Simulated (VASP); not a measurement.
# RuAu (P1) in VASP: single point with r2SCAN

Aim: the single point of RuAu with r2SCAN.

Program: VASP 6.6.1. These are calculated values, not measurements. Logs are shortened: lines on timing, memory, paths and dates and some standing lists are left out, and cuts for length are marked.

**1. The structure**

The typed cell holds 2 atoms: a = 3.092 Å, b = 3.098 Å, c = 3.133 Å, α = 89.43°, β = 89.37°, γ = 90.66°.

The cell was built by a generator and needn't be a form met in nature.

**2. Single point, r2SCAN**

The input, POSCAR:

```
RuAu
1.0
    3.0920320000     -0.0177630000      0.0172400000
   -0.0177630000      3.0975740000      0.0155270000
    0.0172400000      0.0155270000      3.1330840000
Au Ru
1 1
Direct
    0.9542380000      0.9388010000      0.0031010000
    0.5222840000      0.4421510000      0.5508810000
```

The input, INCAR.step1:

```
SYSTEM = RuAu
PREC = Accurate
ENCUT = 520
ISMEAR = -1
SIGMA = 0.1
LREAL = .FALSE.
LASPH = .TRUE.
NELM = 100
NBANDS = 20
GGA = PE
ALGO = Normal
EDIFF = 1E-4
LWAVE = .TRUE.
LCHARG = .FALSE.
```

The input, INCAR.step2:

```
SYSTEM = RuAu
PREC = Accurate
ENCUT = 520
EDIFF = 1E-6
ISMEAR = -1
SIGMA = 0.1
LREAL = .FALSE.
LASPH = .TRUE.
NELM = 100
ALGO = Normal
ISIF = 2
LWAVE = .FALSE.
LCHARG = .TRUE.
METAGGA = R2SCAN
LMIXTAU = .TRUE.
LELF = .TRUE.
LVHAR = .TRUE.
NBANDS = 20
ISTART = 1
```

The input, KPOINTS:

```
Automatic mesh
0
Gamma
  6 6 6
  0 0.5 0.5
```

Potentials or basis: VASP PAW PBE potentials, release 64 (Au, Ru_pv).

Started as:

```bash
$ cat potpaw_PBE.64/Au/POTCAR potpaw_PBE.64/Ru_pv/POTCAR > POTCAR
$ cp INCAR.step1 INCAR
$ mpirun -np 1 vasp_std > vasp.out
$ cp INCAR.step2 INCAR
$ mpirun -np 1 vasp_std > vasp.out
```

OUTCAR:

```text
SYSTEM = RuAu
   PREC = Accurate
   ENCUT = 520
   EDIFF = 1E-6
   ISMEAR = -1
   LREAL = .FALSE.
   LASPH = .TRUE.
   NELM = 100
   ISIF = 2
   METAGGA = R2SCAN
   ISTART = 1

 ion  position               nearest neighbor table
   1  0.954  0.939  0.003-   2 2.49   2 2.50   2 2.64   2 2.69   2 2.71   2 2.74   2 2.91   2 2.92

   2  0.522  0.442  0.551-   1 2.49   1 2.50   1 2.64   1 2.69   1 2.71   1 2.74   1 2.91   1 2.92

  LATTYP: Found a triclinic cell.
 ALAT       =     4.3776635206
 B/A-ratio  =     0.7063427940
 C/A-ratio  =     1.0114459971
 COS(alpha) =     0.0001923194
 COS(beta)  =     0.5115656229
 COS(gamma) =     0.6984347897

  Lattice vectors:

 A1 = (   3.0747920000,  -0.0332900000,  -3.1158440000)
 A2 = (   3.0920320000,  -0.0177630000,   0.0172400000)
 A3 = (   0.0005230000,  -3.1131010000,  -3.1486110000)

Analysis of symmetry for initial positions (statically):
=====================================================================
 Subroutine PRICEL returns:
 Original cell was already a primitive cell.

 Routine SETGRP: Setting up the symmetry group for a
 triclinic supercell.

 Subroutine GETGRP returns: Found  1 space group operations
 (whereof  1 operations were pure point group operations)
 out of a pool of  2 trial point group operations.

The static configuration has the point symmetry C_1 .

Analysis of symmetry for dynamics (positions and initial velocities):
=====================================================================
 Subroutine PRICEL returns:
 Original cell was already a primitive cell.

 Routine SETGRP: Setting up the symmetry group for a
 triclinic supercell.

 Subroutine GETGRP returns: Found  1 space group operations
 (whereof  1 operations were pure point group operations)
 out of a pool of  2 trial point group operations.

The dynamic configuration has the point symmetry C_1 .

 Subroutine INISYM returns: Found  1 space group operations
 (whereof  1 operations are pure point group operations),
 and found     1 'primitive' translations

----------------------------------------------------------------------------------------

                                     Primitive cell

  volume of cell :      30.0054

  direct lattice vectors                    reciprocal lattice vectors
     3.092032000 -0.017763000  0.017240000     0.323432599  0.001863688 -0.001788945
    -0.017763000  3.097574000  0.015527000     0.001863688  0.322852047 -0.001610252
     0.017240000  0.015527000  3.133084000    -0.001788945 -0.001610252  0.319192158

  length of vectors
     3.092131082  3.097663845  3.133169905     0.323442916  0.322861442  0.319201233

  position of ions in fractional coordinates (direct lattice)
     0.954238000  0.938801000  0.003101000
     0.522284000  0.442151000  0.550881000

  ion indices of the primitive-cell ions
   primitive index   ion index
                 1           1
                 2           2

----------------------------------------------------------------------------------------

 KPOINTS: Automatic mesh

Automatic generation of k-mesh.
 Grid dimensions read from file:
 generate k-points for:    6    6    6

 Generating k-lattice:

  Cartesian coordinates                     Fractional coordinates (reciprocal lattice)
     0.053905433  0.000310615 -0.000298158     0.166666667  0.000000000  0.000000000
     0.000310615  0.053808675 -0.000268375     0.000000000  0.166666667  0.000000000
    -0.000298158 -0.000268375  0.053198693     0.000000000  0.000000000  0.166666667

  Length of vectors
     0.053907153  0.053810240  0.053200205

  Shift w.r.t. Gamma in fractional coordinates (k-lattice)
     0.000000000  0.500000000  0.500000000

 Subroutine IBZKPT returns following result:
 ===========================================

 Found    108 irreducible k-points:

 Following reciprocal coordinates:
            Coordinates               Weight
  0.000000  0.083333  0.083333      2.000000
  0.166667  0.083333  0.083333      2.000000
  0.333333  0.083333  0.083333      2.000000
  0.500000  0.083333  0.083333      2.000000
 -0.333333  0.083333  0.083333      2.000000
 -0.166667  0.083333  0.083333      2.000000
[... 16 lines left out ...]
 -0.333333 -0.416667  0.083333      2.000000
 -0.166667 -0.416667  0.083333      2.000000
 [... further k-points ...]
   k-points           NKPTS =    108   k-points in BZ     NKDIM =    108   number of bands    NBANDS=     20
   number of dos      NEDOS =    301   number of ions     NIONS =      2
   total plane-waves  NPLWV =  13824
   dimension x,y,z NGX =    24 NGY =   24 NGZ =   24
   dimension x,y,z NGXF=    48 NGYF=   48 NGZF=   48
   ions per type =               1   1
   NGX,Y,Z   is equivalent  to a cutoff of  12.90, 12.88, 12.73 a.u.
   NGXF,Y,Z  is equivalent  to a cutoff of  25.81, 25.76, 25.47 a.u.
 SYSTEM =  RuAu
   PREC   = accura    normal or accurate (medium, high low for compatibility)
   ISTART =      1    job   : 0-new  1-cont  2-samecut
   ICHARG =      0    charge: 1-file 2-atom 10-const
   ISPIN  =      1    spin polarized calculation?
   LNONCOLLINEAR =      F non collinear calculations
   LSORBIT =      F    spin-orbit coupling
   LASPH  =      T    aspherical Exc in radial PAW
   ENCUT  =  520.0 eV  38.22 Ry    6.18 a.u.   5.75  5.76  5.83*2*pi/ulx,y,z
   NELM   =    100;   NELMIN=  2; NELMDL=  0     # of ELM steps
   EDIFF  = 0.1E-05   stopping-criterion for ELM
   LREAL  =      F    real-space projection
   EDIFFG = 0.1E-04   stopping-criterion for IOM
   NSW    =      0    number of steps for IOM
   IBRION =     -1    ionic relax: 0-MD 1-quasi-New 2-CG
   NFREE  =      0    steps in history (QN), initial steepest desc. (CG)
   ISIF   =      2    stress and relaxation
   ISYM   =      2    0-nonsym 1-usesym 2-fastsym
   POTIM  = 0.5000    time-step for ionic-motion
   TEBEG  =    0.0;   TEEND  =   0.0 temperature during run
   PSTRESS=    0.0 pullay stress
   NELECT =      25.0000    total number of electrons
   NUPDOWN=      -1.0000    fix difference up-down
   EMIN   =  10.00;   EMAX   =-10.00  energy-range for DOS
   EFERMI =   0.00;   METHOD = LEGACY
   ISMEAR =    -1;   SIGMA  =   0.10  broadening in eV -4-tet -1-fermi 0-gaus
   EFERMI_NEDOS =   21; number of points for ismear=-14 and -15
   IALGO  =     38    algorithm
   IMIX   =      4    mixing-type and parameters
     AMIX     =   0.40;   BMIX     =  1.00
     AMIX_MAG =   1.60;   BMIX_MAG =  1.00
  volume/ion in A,a.u.               =      15.00       101.24
  Fermi-wavevector in a.u.,A,eV,Ry     =   1.540477  2.911079 32.287554  2.373068
  Thomas-Fermi vector in A             =   2.646558
   LORBIT       =      0    0 simple, 1 ext, 2 COOP (PROOUT), +10 PAW based schemes
   METAGGA = R2SCAN    functional components
   LHFCALC =     F    Hartree Fock is set to
   AEXX    =    0.0000 exact exchange contribution
   IVDW    =     0    specifies the selected vdW correction
   LEPSILON=     F    determine dielectric tensor
   LRPA    =     F    only Hartree local field effects (RPA)
 non-spin polarized calculation
  energy-cutoff  :      520.00
  volume of cell :       30.01
 maximum number of plane-waves:       817
   NGX = 11   NGY = 11   NGZ = 11

 number of electron      25.0000002 magnetization

 Free energy of the ion-electron system (eV)
  ---------------------------------------------------
  ext. energy  EPLUGINS =         0.00000000
  ---------------------------------------------------
  free energy    TOTEN  =       -74.37446251 eV

  energy without entropy =      -74.30051817  energy(sigma->0) =      -74.33749034

 E-fermi :  11.1407     XC(G=0): -14.6049

 val. band max:       11.1355715102   @ k =   0.3333  -0.2500   0.2500
 cond. band min:      11.1556290632   @ k =   0.3333   0.4167   0.4167
 fundamental gap:      0.0200575531
 Fermi energy:        11.1406774479

 k-point     1 :       0.0000    0.0833    0.0833
  band No.  band energies     occupation
      1     -32.7681      2.00000
      2     -32.7647      2.00000
      3     -32.7141      2.00000
      4       1.7632      2.00000
      5       3.8110      2.00000
      6       3.9355      2.00000
[... 12 lines left out ...]
     19      27.8463      0.00000
     20      28.9450      0.00000

 k-point     2 :       0.1667    0.0833    0.0833
  band No.  band energies     occupation
      1     -32.7828      2.00000
      2     -32.7630      2.00000
      3     -32.7348      2.00000
      4       2.3210      2.00000
      5       4.0057      2.00000
      6       4.3281      2.00000
[... 12 lines left out ...]
     19      28.3486      0.00000
     20      29.1821      0.00000

 k-point     3 :       0.3333    0.0833    0.0833
  band No.  band energies     occupation
      1     -32.8460      2.00000
      2     -32.7588      2.00000
      3     -32.7424      2.00000
      4       3.6045      2.00000
      5       4.4597      2.00000
      6       5.2200      2.00000
[... 12 lines left out ...]
     19      26.8355      0.00000
     20      27.9912      0.00000

 k-point     4 :       0.5000    0.0833    0.0833
  band No.  band energies     occupation
      1     -32.8817      2.00000
      2     -32.7567      2.00000
      3     -32.7417      2.00000
      4       4.3298      2.00000
      5       4.7598      2.00000
      6       5.3272      2.00000
[... 12 lines left out ...]
     19      26.2511      0.00000
     20      27.2833      0.00000

 k-point     5 :      -0.3333    0.0833    0.0833
  band No.  band energies     occupation
      1     -32.8445      2.00000
      2     -32.7586      2.00000
      3     -32.7439      2.00000
      4       3.5953      2.00000
      5       4.4559      2.00000
      6       5.1676      2.00000
[... 12 lines left out ...]
     19      27.6471      0.00000
     20      28.4270      0.00000

 k-point     6 :      -0.1667    0.0833    0.0833
  band No.  band energies     occupation
      1     -32.7797      2.00000
      2     -32.7626      2.00000
      3     -32.7380      2.00000
      4       2.3178      2.00000
      5       4.0071      2.00000
      6       4.3051      2.00000
[... 12 lines left out ...]
     19      28.6617      0.00000
     20      28.8798      0.00000

 k-point     7 :       0.0000    0.2500    0.0833
  band No.  band energies     occupation
      1     -32.8303      2.00000
      2     -32.7644      2.00000
      3     -32.7103      2.00000
      4       2.8188      2.00000
      5       4.2409      2.00000
      6       4.5799      2.00000
[... 12 lines left out ...]
     19      27.7413      0.00000
     20      28.6183      0.00000
[... 277 lines left out ...]
 k-point    20 :       0.1667   -0.4167    0.0833
  band No.  band energies     occupation
      1     -32.8907      2.00000
      2     -32.7710      2.00000
      3     -32.7283      2.00000
      4       4.1743      2.00000
      5       4.8003      2.00000
      6       5.1898      2.00000
[... 12 lines left out ...]
     19      25.0053      0.00000
     20      27.0892      0.00000

 k-point    21 :       0.3333   -0.4167    0.0833
  band No.  band energies     occupation
      1     -32.8800      2.00000
      2     -32.8282      2.00000
      3     -32.7350      2.00000
      4       3.8763      2.00000
      5       4.1865      2.00000
      6       5.1130      2.00000
[... 12 lines left out ...]
     19      24.5917      0.00000
     20      26.2412      0.00000

 k-point    22 :       0.5000   -0.4167    0.0833
  band No.  band energies     occupation
      1     -32.8756      2.00000
      2     -32.8611      2.00000
      3     -32.7331      2.00000
      4       3.7822      2.00000
      5       3.8661      2.00000
      6       4.9709      2.00000
[... 12 lines left out ...]
     19      24.9290      0.00000
     20      25.6217      0.00000

 k-point    23 :      -0.3333   -0.4167    0.0833
  band No.  band energies     occupation
      1     -32.8805      2.00000
      2     -32.8285      2.00000
      3     -32.7346      2.00000
      4       3.9186      2.00000
      5       4.1793      2.00000
      6       5.1932      2.00000
[... 12 lines left out ...]
     19      24.9702      0.00000
     20      26.0834      0.00000

 k-point    24 :      -0.1667   -0.4167    0.0833
  band No.  band energies     occupation
      1     -32.8910      2.00000
      2     -32.7721      2.00000
      3     -32.7272      2.00000
      4       4.1714      2.00000
      5       4.8241      2.00000
      6       5.1685      2.00000
[... 12 lines left out ...]
     19      25.4080      0.00000
     20      27.0445      0.00000

 [... further k-points ...]

------------------------ aborting loop because EDIFF is reached ----------------------------------------

  FORCE on cell =-STRESS in cart. coord.  units (eV):
  Direction    XX          YY          ZZ          XY          YZ          ZX
  --------------------------------------------------------------------------------------
  -------------------------------------------------------------------------------------
  Total        2.5391423      3.5520800      3.1530378      0.4768754     -0.2710459      0.9613930
  in kB      135.5808887    189.6680462    168.3606589     25.4633955    -14.4728584     51.3348616
  external PRESSURE =     164.5365313 kB  Pullay stress =       0.0000000 kB

 VOLUME and BASIS-vectors are now :
 -----------------------------------------------------------------------------
  energy-cutoff  :      520.00
  volume of cell :       30.01
      direct lattice vectors                 reciprocal lattice vectors
     3.092032000 -0.017763000  0.017240000     0.323432599  0.001863688 -0.001788945
    -0.017763000  3.097574000  0.015527000     0.001863688  0.322852047 -0.001610252
     0.017240000  0.015527000  3.133084000    -0.001788945 -0.001610252  0.319192158

 POSITION                                       TOTAL-FORCE (eV/Angst)
 -----------------------------------------------------------------------------------
      2.93391      2.89110      0.04074         2.440628      0.181757      1.811063
      1.61656      1.36887      1.74183        -2.440628     -0.181757     -1.811063
 -----------------------------------------------------------------------------------
    total drift:                               -0.000124     -0.000116      0.000211

  FREE ENERGIE OF THE ION-ELECTRON SYSTEM (eV)
  ---------------------------------------------------
  free  energy   TOTEN  =       -74.3744625091 eV

  energy  without entropy=      -74.3005181670  energy(sigma->0) =      -74.33749034
```

It took 1.8 min on 1 thread of AMD EPYC 9R45 (Zen 5), shared host; peak memory 0.16 GiB.

Results:

| Item | Value |
| --- | --- |
| Free energy | -74.3745 eV |
| Pressure | 16.5 GPa |
| Largest force | 3.045 eV/Å |
| Band gap on the k mesh | none (metal or under the smearing width) |

Forces in eV/Å, atoms in the order of the input:
```
Au   2.441  0.182  1.811
Ru  -2.441 -0.182 -1.811
```

Stress tensor (GPa, compression positive):
```
13.56  2.55  5.13
 2.55 18.97 -1.45
 5.13 -1.45 16.84
```

Caveat: so large a pressure means that the cell lies far from this level's equilibrium, or that cutoff or potentials fall short; the potentials were made for another functional, which shifts forces and pressure. The run has no spin-orbit coupling, so splittings on Au are missing.
